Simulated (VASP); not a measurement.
```xyz
2
Lattice="0.0000 2.7500 2.7500 2.7500 0.0000 2.7500 2.7500 2.7500 0.0000" Properties=species:S:1:pos:R:3 pbc="T T T"
Li     0.0000     0.0000     0.0000
Br     2.7500     2.7500     2.7500
```

Method: eigenvalue-self-consistent GW0 on PBE orbitals, VASP's PBE PAW potentials (set 64) (plane waves; VASP). Run with PREC = Normal, 500 eV cut-off, 4×4×4 Γ-centred mesh, Gaussian smearing of 0.010 eV, potentials Li_sv_GW Br_GW.

The mesh is coarse and the basis finite, so the quasiparticle values are not converged.

NBANDS = 160, ENCUTGW = 200 eV, NOMEGA = 64, 4 updates of the levels in G. The PBE levels (eV) are:

```
state                          KS energy  filling
-----------------------------  ---------  -------
k1 (0.00, 0.00, 0.00), band 2     -13.33        2
k1 (0.00, 0.00, 0.00), band 3       0.11        2
k1 (0.00, 0.00, 0.00), band 4       0.11        2
k1 (0.00, 0.00, 0.00), band 5       0.11        2
k1 (0.00, 0.00, 0.00), band 6       5.03        0
k1 (0.00, 0.00, 0.00), band 7      10.60        0
k1 (0.00, 0.00, 0.00), band 8      10.60        0
k1 (0.00, 0.00, 0.00), band 9      10.60        0
k2 (0.25, 0.00, 0.00), band 2     -13.10        2
k2 (0.25, 0.00, 0.00), band 3      -1.57        2
k2 (0.25, 0.00, 0.00), band 4      -0.03        2
k2 (0.25, 0.00, 0.00), band 5      -0.03        2
k2 (0.25, 0.00, 0.00), band 6       6.06        0
k2 (0.25, 0.00, 0.00), band 7       9.29        0
k2 (0.25, 0.00, 0.00), band 8       9.29        0
k2 (0.25, 0.00, 0.00), band 9       9.84        0
k7 (0.50, 0.50, 0.00), band 2     -12.66        2
k7 (0.50, 0.50, 0.00), band 3      -2.78        2
k7 (0.50, 0.50, 0.00), band 4      -1.03        2
k7 (0.50, 0.50, 0.00), band 5      -1.03        2
k7 (0.50, 0.50, 0.00), band 6       6.34        0
k7 (0.50, 0.50, 0.00), band 7       7.22        0
k7 (0.50, 0.50, 0.00), band 8      11.73        0
k7 (0.50, 0.50, 0.00), band 9      12.53        0
```

Give the quasiparticle energies and renormalisation factors Z.

| state | QP energy (eV) | Z |
|---|---|---|
| k1 (0.00, 0.00, 0.00), band 2 | -15.46 | 0.74 |
| k1 (0.00, 0.00, 0.00), band 3 | -1.88 | 0.80 |
| k1 (0.00, 0.00, 0.00), band 4 | -1.88 | 0.80 |
| k1 (0.00, 0.00, 0.00), band 5 | -1.88 | 0.80 |
| k1 (0.00, 0.00, 0.00), band 6 | 5.73 | 0.83 |
| k1 (0.00, 0.00, 0.00), band 7 | 11.41 | 0.81 |
| k1 (0.00, 0.00, 0.00), band 8 | 11.41 | 0.81 |
| k1 (0.00, 0.00, 0.00), band 9 | 11.41 | 0.81 |
| k2 (0.25, 0.00, 0.00), band 2 | -15.18 | 0.75 |
| k2 (0.25, 0.00, 0.00), band 3 | -3.73 | 0.79 |
| k2 (0.25, 0.00, 0.00), band 4 | -2.04 | 0.80 |
| k2 (0.25, 0.00, 0.00), band 5 | -2.04 | 0.80 |
| k2 (0.25, 0.00, 0.00), band 6 | 6.79 | 0.82 |
| k2 (0.25, 0.00, 0.00), band 7 | 10.20 | 0.81 |
| k2 (0.25, 0.00, 0.00), band 8 | 10.20 | 0.81 |
| k2 (0.25, 0.00, 0.00), band 9 | 10.65 | 0.80 |
| k7 (0.50, 0.50, 0.00), band 2 | -14.63 | 0.77 |
| k7 (0.50, 0.50, 0.00), band 3 | -5.08 | 0.77 |
| k7 (0.50, 0.50, 0.00), band 4 | -3.16 | 0.79 |
| k7 (0.50, 0.50, 0.00), band 5 | -3.16 | 0.79 |
| k7 (0.50, 0.50, 0.00), band 6 | 7.08 | 0.82 |
| k7 (0.50, 0.50, 0.00), band 7 | 7.79 | 0.83 |
| k7 (0.50, 0.50, 0.00), band 8 | 12.69 | 0.77 |
| k7 (0.50, 0.50, 0.00), band 9 | 13.52 | 0.77 |
On the mesh the gap opens from 4.92 to 7.60 eV.

The compound is LiBr in the rock salt structure. The cell was not relaxed at this level. The k-mesh is coarse (spacing up to 0.49 per Å, 2π included), so the numbers may not be converged in it.
